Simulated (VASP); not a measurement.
A convergence study with VASP on NaI (rock salt): one setting is varied, all else stays as given below, so the limit is that of these other settings.

```
CELL_PARAMETERS angstrom
      0.00000     3.23500     3.23500
      3.23500     0.00000     3.23500
      3.23500     3.23500     0.00000
ATOMIC_POSITIONS crystal
  Na 0.00000 0.00000 0.00000
  I  0.50000 0.50000 0.50000
```

These are PBE GGA, VASP's PBE PAW potentials (set 64) (plane waves; VASP) values and carry that method's errors. The tightest run used: 550 eV cut-off, 16×16×16 Γ-centred mesh, tetrahedra with Blöchl corrections, potentials Na_pv I.

Unless said otherwise, spin-orbit coupling is left out, though it shifts the bands of the heavy elements here. Gaps are read on the run's mesh, which can miss a band edge.

The settings run are 3×3×3 mesh; 4×4×4 mesh; 5×5×5 mesh; 6×6×6 mesh; 7×7×7 mesh; 8×8×8 mesh; 9×9×9 mesh; 10×10×10 mesh; 11×11×11 mesh; 12×12×12 mesh; 13×13×13 mesh; 14×14×14 mesh; 15×15×15 mesh; 16×16×16 mesh. From which on does the energy per atom stay within 0.01 eV/atom of the tightest run?

From 4×4×4 mesh on: it is off by 0.0029 there and by no more than 0.01 in any finer run, while 3×3×3 mesh is off by 0.0217.
```
setting        E (eV/atom)  pressure (GPa)  gap on the mesh (eV)  irreducible k-points  difference judged (eV/atom)
-------------  -----------  --------------  --------------------  --------------------  ---------------------------
3×3×3 mesh         -2.6707            0.78                 3.633                     4                       0.0217
4×4×4 mesh         -2.6896            0.51                 3.642                     8                       0.0029
5×5×5 mesh         -2.6920            0.47                 3.644                    10                       0.0004
6×6×6 mesh         -2.6924            0.46                 3.644                    16                       0.0001
7×7×7 mesh         -2.6924            0.46                 3.644                    20                       0.0000
8×8×8 mesh         -2.6924            0.46                 3.644                    29                       0.0000
9×9×9 mesh         -2.6924            0.46                 3.644                    35                       0.0000
10×10×10 mesh      -2.6924            0.46                 3.644                    47                       0.0000
11×11×11 mesh      -2.6924            0.46                 3.644                    56                       0.0000
12×12×12 mesh      -2.6924            0.46                 3.644                    72                       0.0000
13×13×13 mesh      -2.6924            0.46                 3.644                    84                       0.0000
14×14×14 mesh      -2.6924            0.46                 3.644                   104                       0.0000
15×15×15 mesh      -2.6924            0.46                 3.644                   120                       0.0000
16×16×16 mesh      -2.6924            0.46                 3.644                   145                       0.0000
```

Left out are rungs that failed or repeat a setting and relaxations that didn't move; long series are thinned to 24 rows.

The compound is NaI in the rock salt structure. The cell was not relaxed at this level.
